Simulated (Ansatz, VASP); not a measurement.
# Cross-check of AlIn between VASP and Ansatz, part 2 of 2

One calculation is typed for both programs; each brings its own data sets. How far apart do they land? The cell is generated by rule, not measured, and may not be a known phase. The cell is taken from a series of runs on this material, whose earlier steps may have relaxed, scaled, displaced or heated it; both programs get it as it stands.

VASP 6.6.1 and Ansatz 0.2.0.

So far: Set-up; VASP: zone-centre phonons, PBEsol.

The structure was built from a prototype and need not be the compound's stable phase.

**3. Ansatz: zone-centre phonons, PBEsol**

Level of this step: Ansatz beside VASP: Kohn-Sham DFT, plane waves, PBEsol (Ansatz).

Ansatz runs on its default PAW (the set named soft_2) files.

The same cell, functional, mesh and smearing now go to Ansatz, which takes its cutoff from its data sets.

input.yaml reads:

```yaml
crystal:
  lattice:
    - [-2.8521402631, 0.0, 2.8521402631]
    - [0.0, 2.8521402631, 2.8521402631]
    - [-2.8521402631, 2.8521402631, 0.0]
  atoms:
    - { symbol: Al, position: [0.5, 0.5, 0.5] }
    - { symbol: In, position: [0.0, 0.0, 0.0] }
kpoints:
  mp_grid: { grid: [12, 12, 12] }
hamiltonian:
  xc: pbesol
scf:
  occupations: { method: methfessel_paxton, width: 0.15 }
output:
  eigenvalues: true
phonons:
  method: dfpt
  qmesh: [3, 3, 3]
  temperatures: { t_max: 1000, t_step: 50 }
  qpath:
    path:
      - [[0.0, 0.0, 0.0], [0.0, 0.5, 0.5], [0.0, 0.625, 0.375]]
      - [[-0.375, 0.375, 0.0], [0.0, 0.0, 0.0], [0.0, 0.5, 0.0], [-0.25, 0.5, 0.25], [0.0, 0.5, 0.5]]
    npoints: 12
```

Run with:

```bash
$ ansatz run input.yaml --threads 2 --pin off --max-ram 5120MiB --backend cpu --events-out ev --progress --plain --runs-dir out
```

Numbers of over 12 decimals in the logs are rounded to 6 here.

Log:

```text
Engine: ansatz 0.2.0, x86_64-unknown-linux-gnu
Pseudopotentials: kind: paw
Pseudopotential: Al, paw, valence charge 3, recommended cutoff 420 eV (normal), Al.paw.azcp
Pseudopotential: In, paw, valence charge 13, recommended cutoff 420 eV (normal), In.paw.azcp
Functional definition: PBEsol
  exchange = pbesol_x
  correlation = pbesol_c
Crystal: 2 atoms, lattice volume = 46.403 Å³
Basis set: ecut = 420 eV, 893 PW (Γ), exchange–correlation on 54×54×54 points (8 copies of the dense FFT grid, shifted against one another)
Bands: 12, of which v1, the nominal top of the filled ones, is band 8 counted from 1 (7 counted from 0)
Symmetry: 48 space group operations
k-points: 72 of 1728
Non-local potential: Al, projectors of the file, l = 0: 2, l = 1: 2, l = 2: 1
Non-local potential: In, projectors of the file, l = 0: 2, l = 1: 2, l = 2: 2, l = 3: 2
PAW form: soft (Blöchl's): semilocal exchange-correlation on the pseudo side does not see the compensation charge
PAW frozen core: Al, regenerated for the run's functional, and the local potential with it (the file was generated under x = pbe(κ = 0.804, μ = 0.219515), c = pbe(β = 0.066725))
PAW frozen core: In, regenerated for the run's functional, and the local potential with it (the file was generated under x = pbe(κ = 0.804, μ = 0.219515), c = pbe(β = 0.066725))
PAW one-centre angular grid: Al, 110 points (default); XC on 64 Gauss nodes
PAW one-centre angular grid: In, 590 points (default); XC on 64 Gauss nodes
Initial density: superposition of atomic densities (neutral atoms: chi_scale 0, normalization atom), corrected by the library's trained network
Initial wavefunctions: pseudopotential atomic-orbital guess
Functional: x = pbesol(κ = 0.804, μ = 0.123457), c = pbesol(β = 0.046)
SCF iter   1: F=—  HF=-6049.383110 eV  |F-HF|=—  |Δ(HF+E_count)|=         —  Δρ=2.68e-3  dr2=3.60e-3  ethr=1.77e-3  ⟨swp⟩=5.3  Hψ=5310  notcnv=0
preconditioner: auto → Kerker (q_TF=auto, 2.285 Å⁻¹)  [metal: Δε(μ)=0.048 eV  Ē_g=14.440 eV  σ=0.150 eV  W_gap=0.26  n_scr=14 (ndim 8)  ℏωp=21.8 eV  f_vac=0.000  D(μ)=0.64/eV (n_scr^D=0)]
SCF iter   2: F=—  HF=-6049.381028 eV  |F-HF|=—  |Δ(HF+E_count)|=   2.08e-3  S|Δr|=    0.00e0  Δρ=1.67e-3  dr2=1.61e-3  ethr=2.25e-5  ⟨swp⟩=1.1  Hψ=1456  notcnv=0
SCF iter   3: F=—  HF=-6049.380600 eV  |F-HF|=—  |Δ(HF+E_count)|=   4.27e-4  S|Δr|=    0.00e0  Δρ=8.16e-4  dr2=2.18e-4  ethr=1.01e-5  ⟨swp⟩=2.2  Hψ=1363  notcnv=0
SCF iter   4: F=—  HF=-6049.380569 eV  |F-HF|=—  |Δ(HF+E_count)|=   3.10e-5  S|Δr|=    0.00e0  Δρ=5.45e-4  dr2=1.20e-4  ethr=1.36e-6  ⟨swp⟩=2.0  Hψ=1395  notcnv=0
SCF iter   5: F=—  HF=-6049.380536 eV  |F-HF|=—  |Δ(HF+E_count)|=   3.35e-5  S|Δr|=    0.00e0  Δρ=3.28e-4  dr2=4.18e-5  ethr=7.49e-7  ⟨swp⟩=1.7  Hψ=1085  notcnv=0
SCF iter   6: F=—  HF=-6049.380522 eV  |F-HF|=—  |Δ(HF+E_count)|=   1.40e-5  S|Δr|=    0.00e0  Δρ=1.28e-4  dr2=6.09e-6  ethr=2.61e-7  ⟨swp⟩=2.2  Hψ=1294  notcnv=0
SCF iter   7: F=—  HF=-6049.380520 eV  |F-HF|=—  |Δ(HF+E_count)|=   1.94e-6  S|Δr|=    0.00e0  Δρ=2.30e-5  dr2=2.03e-7  ethr=3.81e-8  ⟨swp⟩=2.0  Hψ=1200  notcnv=0
SCF iter   8: F=—  HF=-6049.380520 eV  |F-HF|=—  |Δ(HF+E_count)|=   3.53e-9  S|Δr|=    0.00e0  Δρ=2.23e-6  dr2=2.28e-9  ethr=1.27e-9  ⟨swp⟩=2.1  Hψ=1272  notcnv=0
SCF iter   9: F=—  HF=-6049.380520 eV  |F-HF|=—  |Δ(HF+E_count)|=  6.98e-10  S|Δr|=    0.00e0  Δρ=1.78e-7  dr2=1.40e-11  ethr=1.42e-11  ⟨swp⟩=2.0  Hψ=1399  notcnv=0
SCF iter  10: F=-6049.380520 eV  HF=-6049.380520 eV  |F-HF|=0.00e0  |Δ(HF+E_count)|=  1.64e-11  S|Δr|=    0.00e0  Δρ=2.28e-8  dr2=2.91e-13  ethr=1.00e-12  ⟨swp⟩=6.0  Hψ=3459  notcnv=0
SCF 1 converged in 10 iterations: F = -6049.380520 eV  dr2 = 2.91e-13
  greatest PAW one-centre occupation: 0.980 electrons in one spin orbital (limit 2), on the In atom at site 1 (counted from 0), in its partial waves of l = 2
Initial density: read from a saved state, or passed on in memory by an earlier SCF of this step, an earlier step, the calling program or the single point that the run made first
iter 1 solved again at ethr=5.74e-7 eV; its pass at ethr=3.10e-3 eV (dr2=9.19e-5 eV) is discarded
SCF iter   1: F=—  HF=-6049.380521 eV  |F-HF|=—  |Δ(HF+E_count)|=         —  Δρ=9.74e-7  dr2=1.80e-10  ethr=5.74e-7  ⟨swp⟩=2.3  Hψ=7398  notcnv=0
eigensolver tolerance schedule: the retry pair's looser diagonalisation over-reported the residual by 509213.72 of it (diagonalisation noise at an unbounded share of the residual, at the tolerance the schedule requests for it); recorded, not acted on — ethr = c·dr2/N_el stays at c = 1.0e-1
preconditioner: auto → Kerker (q_TF=auto, 2.285 Å⁻¹)  [metal: Δε(μ)=0.055 eV  Ē_g=14.485 eV  σ=0.150 eV  W_gap=0.30  n_scr=14 (ndim 8)  ℏωp=21.8 eV  f_vac=0.000  D(μ)=0.63/eV (n_scr^D=0)]
SCF iter   2: F=—  HF=-6049.380520 eV  |F-HF|=—  |Δ(HF+E_count)|=   6.92e-7  S|Δr|=    0.00e0  Δρ=6.19e-7  dr2=8.12e-11  ethr=1.13e-12  ⟨swp⟩=3.7  Hψ=2105  notcnv=0
SCF iter   3: F=—  HF=-6049.380520 eV  |F-HF|=—  |Δ(HF+E_count)|=  3.09e-11  S|Δr|=    0.00e0  Δρ=3.68e-7  dr2=2.69e-11  ethr=1.00e-12  ⟨swp⟩=1.0  Hψ=864  notcnv=0
SCF iter   4: F=-6049.380520 eV  HF=-6049.380520 eV  |F-HF|=9.09e-12  |Δ(HF+E_count)|=  1.27e-11  S|Δr|=    0.00e0  Δρ=1.53e-7  dr2=4.19e-12  ethr=1.00e-12  ⟨swp⟩=1.8  Hψ=2788  notcnv=0
SCF 2 converged in 4 iterations: F = -6049.380520 eV  dr2 = 4.19e-12
phonons: the bands overlap, so this run is a metal and interpolates without the dipole-dipole term. If the crystal is really an insulator or semiconductor, its LO-TO splitting is missing
NSCF: frozen V_eff on 72 k-points
NSCF: frozen V_eff on 163 k-points
DFPT response loops at q = (0, 0, 0) (fractional): preconditioner auto → Kerker (q_TF=auto, 2.285 Å⁻¹) (partly filled bands, converged f_vac=0.000); β = 1.00, the filter's whole step (`scf.mixing.beta` (0.50) is not read by the response loops under this deck's `scf.mixing.preconditioner`; to damp them name `kerker` or `kerker_dos`, under which they read `scf.mixing.beta`, and type it under 1.00, their step now; both keys bind the ground state too); Broyden in place of MSR1
NSCF: frozen V_eff on 1872 k-points
DFPT response loops at q = (0, 0, 0.333333) (fractional): mixed as the last ones told, above
NSCF: frozen V_eff on 1020 k-points
DFPT response loops at q = (0, 0.333333, 0.333333) (fractional): mixed as the last ones told, above
NSCF: frozen V_eff on 1872 k-points
DFPT response loops at q = (0, 0.333333, -0.333333) (fractional): mixed as the last ones told, above
SCF converged after 10 iterations
Stability not checked: this state was not tested for a lower state beside it, because cold or Methfessel-Paxton smearing, or corrected tetrahedra, fill the levels in a way that the test cannot read (fill_not_monotonic; see scf.lower_state_search)
Free energy (F): -6049.380520 eV
Harris-Foulkes:  -6049.380520 eV  (|F-HF|=0.00e0)
Internal energy: -6049.381399 eV  (E = F + TS)
E sigma→0 (E₀):  -6049.380740 eV
Entropy (-TS):   0.000879 eV (0.440 meV/atom)
Fermi energy:    7.969795 eV
--- Per-component energies (eV) ---
  E_band       = -38.300492
  E_kinetic    = 263.473431
  E_local      = -1281.126632  (includes V_loc(G=0)·N_el)
  E_nonlocal   = 377.981056
  E_hartree    = 516.543232
  E_xc         = -252.568319
  E_vxc        = -128.531746  (∫ρ·V_xc dr)
  E_paw        = -4536.583965  (= ΣΔE_a)
  E_vpaw       = -303.183082  (= ΣTr[D̂ρ^β])
  E_aug_tail   = 0.000022  (compensation charges beyond the density's cutoff)
  E_ewald      = -1137.355265
  E_core_change = 0.255042  (= ΣΔE_core)
  E_smearing   = 0.000879  (= −TS)
  E_closure    = 0.000000  (closes the sum)
  Σ components = -6049.380520   (vs F -6049.380520, Δ=0.00e0)
--- Band table (eV; the first three rows and the last of 72) ---
  k-point 0: bands = [... 4 lower, -6.3421, -1.5687, 10.4267, 10.4267, 10.4267, 13.1005, 14.5299, 14.5299]
  k-point 1: bands = [... 4 lower, -6.3387, -1.4704, 9.5313, 10.3943, 10.3943, 13.4549, 14.5081, 14.6986]
  k-point 2: bands = [... 4 lower, -6.3284, -1.1749, 7.9227, 10.3327, 10.3327, 13.2283, 14.1959, 14.1959]
  k-point 71: bands = [... 4 lower, -6.2500, 3.3544, 4.1705, 5.2391, 5.2391, 12.9768, 13.1194, 15.1063]
--- Phonons (Γ-DFPT): 2 representative perturbations + reference (Σ response iterations 6) ---
  ASR residual: 6.320e-5 → 0.000e0 eV/Å²; symmetrization residual: 1.579e-6 eV/Å²
  ASR residual per site (eV/Å²): 3.85e-6 6.32e-5
  Γ frequencies (cm⁻¹): 0.00 0.00 0.00 214.29 214.29 214.29
--- Phonons (arbitrary-q DFPT): 4 irreducible q on the 3×3×3 mesh ---
  q = [0.0000, 0.0000, 0.0000] (star 1, of the zone-centre solve; hermiticity 8.56e-7, symmetrization 3.69e-12): 0.00 0.00 0.00 214.29 214.29 214.29
  q = [0.0000, 0.0000, 0.3333] (star 8, 2 solved perturbations on 936 of 1728 k-point pairs; hermiticity 1.05e-6, symmetrization 2.62e-11): 75.33 75.33 78.53 177.97 182.15 182.15
  q = [0.0000, 0.3333, 0.3333] (star 6, 4 solved perturbations in 1608 linear systems a pass and spin channel, the states on 510 of 1728 k-point pairs; hermiticity 3.00e-6, symmetrization 2.54e-11): -36.73 -33.60 -33.60 191.75 216.54 216.54
  q = [0.0000, 0.3333, -0.3333] (star 12, 4 solved perturbations in 2892 linear systems a pass and spin channel, the states on 936 of 1728 k-point pairs; hermiticity 4.59e-6, symmetrization 2.20e-12): -54.13 55.16 66.29 187.38 187.47 226.80
  sum rule: each row above includes the acoustic sum rule's correction from the zone centre's row sums; it moved no ω² by more than (0.39 cm⁻¹)²
  mesh force constants: q→R imaginary residual 3.04e-16; ASR residual 6.320e-5 → 0.000e0 eV/Å²; symmetrization residual 4.441e-15 eV/Å²
  interpolated dispersion: 74 rows × 6 modes
  density of states and harmonic sums: on the 21×21×21 q-mesh, interpolated from the force constants of a 3×3×3 supercell (no non-analytic term)
  largest difference from the sums on the solved wave vectors: F 8.92e-2 eV, S 1.09e-4 and C_V 2.13e-5 eV/K
  zero-point energy: 0.044088 eV/cell   skipped modes (ω ≤ 0): 293, of them read as no rigid motion or as one in doubt: 290 (9.900e-1 modes/cell left out, lowest -86.66 cm⁻¹)   left out of the sums: 1.65e-1 of the cell's modes: C_V's classical limit lies that fraction below 3 k_B per atom; for a crystal, a wire or a layer, F and S can be off by more, and a phonons.interpolated_qmesh denser along its periods is the remedy for the sampling
```

Reading the cycles: dr2 is the Hartree energy of the density residual (eV), the measure of convergence; HF is the Harris–Foulkes estimate of the energy, which meets the free energy F at convergence.

**4. Comparison**

Known differences besides the potentials themselves: VASP's run holds the zone centre alone; the cutoff is 420 eV in Ansatz and 500 eV in VASP; Ansatz makes its cores anew for this functional, VASP keeps those of its PBE data sets. Total energies have different zeros and are not compared.

The two programs side by side:

```
                  quantity  Ansatz   VASP  difference
optical mode 1 to 3 (cm⁻¹)   214.3  214.1     +0.07 %
```

Modes are paired by rising frequency, not by their patterns, so a pair may set unlike modes beside each other; they are those without the splitting of longitudinal modes.

**5. Results**

| Quantity | Value |
| --- | --- |
| r.m.s. difference of the optical zone-centre modes, each program's sorted by frequency (zone-centre phonons, PBEsol) | 0.14 cm⁻¹ |

The r.m.s. difference of the optical zone-centre modes, each program's sorted by frequency is 0.14 cm⁻¹ (zone-centre phonons, PBEsol). Such differences can come from data sets, numerical settings and the points named under the comparisons, not from the functional's error against experiment.

[Lines on the potential files, build, host, timing and source positions are cut from VASP's logs without a mark.]

[Logs are printed without paths, hosts, clocks, repeated set-up lines and the standing remarks that a program may print on its own settings, such as how far it seeks lower states.]

[Hosts, paths, dates, database ids (printed as entryN), source tags and the programs' standing remarks are cut or masked in the printed files.]
